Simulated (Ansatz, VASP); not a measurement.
**Al4In: VASP beside Ansatz**

File INCAR:

```
ALGO = Fast
EDIFF = 1E-6
ENCUT = 520
GGA = PE
ISIF = 2
ISMEAR = 0
LASPH = T
LCHARG = T
LELF = T
LREAL = F
LVHAR = T
LWAVE = F
NBANDS = 20
NELM = 100
PREC = Accurate
SIGMA = 0.1
```

File KPOINTS:

```
k-points
0
Gamma
  4 4 4
```

The input POSCAR:

```
Al4In
1.0
    4.7450218900      0.0000000000      0.0000000000
    0.0000000000      4.7450218900      0.0000000000
    0.0000000000      0.0000000000      4.7450218900
Al In
4 1
Direct
    0.5000000000      0.0000000000      0.0000000000
    0.0000000000      0.5000000000      0.0000000000
    0.0000000000      0.0000000000      0.5000000000
    0.0000000000      0.0000000000      0.0000000000
    0.5000000000      0.5000000000      0.5000000000
```

Input for Ansatz:

```yaml
crystal:
  lattice:
    - [4.74502189, 0.0, 0.0]
    - [0.0, 4.74502189, 0.0]
    - [0.0, 0.0, 4.74502189]
  atoms:
    - { symbol: Al, position: [0.5, 0.0, 0.0] }
    - { symbol: Al, position: [0.0, 0.5, 0.0] }
    - { symbol: Al, position: [0.0, 0.0, 0.5] }
    - { symbol: Al, position: [0.0, 0.0, 0.0] }
    - { symbol: In, position: [0.5, 0.5, 0.5] }
basis:
  ecutwfc: 420
kpoints:
  mp_grid: { grid: [4, 4, 4] }
hamiltonian:
  xc: pbe
scf:
  occupations: { method: gaussian, width: 0.1 }
  lower_state_search: "off"
output:
  forces: true
  stress: true
  eigenvalues: true
```

Alike in both runs: task single point; functional PBE; k mesh 4 × 4 × 4; occupations gaussian, width 0.1 eV; no spin polarisation.

|  | VASP | Ansatz |
| --- | --- | --- |
| version | VASP 6.6.1 | Ansatz 0.2.0 |
| potentials or method | VASP PAW PBE potentials, release 64 (Al, In_d) | scalar-relativistic, plane waves, PAW |
| plane-wave cutoff (eV) | 520 | 420 |
| valence electrons in the cell | 25 | 25 |

Ansatz gave:

* gap on the k mesh at the Fermi level (eV): none
* pressure (GPa): 7.6

Question: Which values does VASP return?

Answer: gap on the k mesh at the Fermi level (eV): none; pressure (GPa): 7.7.

A gap of «none» marks a metal or a gap that the smearing closes. The functional is the same, so the differences come from potentials, cutoffs and numerics.
